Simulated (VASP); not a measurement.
VASP input:

### POSCAR
```
ZrSi2
1
    1.8288480000    -7.3835210000     0.0000000000
    1.8288480000     7.3835210000     0.0000000000
    0.0000000000     0.0000000000     3.6475370000
Zr Si
2 4
Direct
  0.8940900000   0.1059100000   0.7500000000
  0.1059100000   0.8940900000   0.2500000000
  0.4485400000   0.5514600000   0.2500000000
  0.5514600000   0.4485400000   0.7500000000
  0.2502500000   0.7497500000   0.7500000000
  0.7497500000   0.2502500000   0.2500000000
```

KPOINTS:
```
K-points
0
Gamma
  9 9 9
```

### INCAR
```
SYSTEM=ZrSi2
PREC=Accurate; ENCUT=300; LREAL=.FALSE.
LASPH=.TRUE.
EDIFF=1E-6; NELM=100; ALGO=Normal
LMAXMIX=4
ISMEAR=1; SIGMA=0.136
ISIF=2
LWAVE=.FALSE.; LCHARG=.FALSE.
```

POTCAR, in this order: Zr_sv Si (LDA.64 set). Program: vasp_std.

Write an equivalent input for Ansatz.

One equivalent input (not run):
Ansatz 0.2 input:
```yaml
crystal:
  lattice:
    - [1.8288480, -7.3835210, 0.0000000]
    - [1.8288480, 7.3835210, 0.0000000]
    - [0.0000000, 0.0000000, 3.6475370]
  atoms:
    - { symbol: Zr, position: [0.8940900, 0.1059100, 0.7500000] }
    - { symbol: Zr, position: [0.1059100, 0.8940900, 0.2500000] }
    - { symbol: Si, position: [0.4485400, 0.5514600, 0.2500000] }
    - { symbol: Si, position: [0.5514600, 0.4485400, 0.7500000] }
    - { symbol: Si, position: [0.2502500, 0.7497500, 0.7500000] }
    - { symbol: Si, position: [0.7497500, 0.2502500, 0.2500000] }
kpoints:
  mp_grid: { grid: [9, 9, 9] }
hamiltonian:
  xc: lda
  pseudopotentials: { kind: paw }
scf:
  occupations: { method: methfessel_paxton, width: 0.136 }
  max_iter: 100
output: { forces: true, stress: true, eigenvalues: true }
```
The two are equivalent in intent, not identical: each code has its own PAW files, so the cut-off isn't converted (ENCUT is set for VASP's; basis.ecutwfc is left out, and Ansatz then takes the one that its files recommend); Ansatz stops its SCF on the density residual and VASP on the energy change (EDIFF); Ansatz's lda is the Perdew-Wang form, while the LDA potentials of VASP carry Perdew-Zunger's.

The structure comes from a computed database's ZrSi2 entry, a phase known from measurement. The cell was not relaxed at this level. The run is one of a series of settings (KPOINTS 9×9×9 Γ-centred mesh against the base run), some of them coarse on purpose.
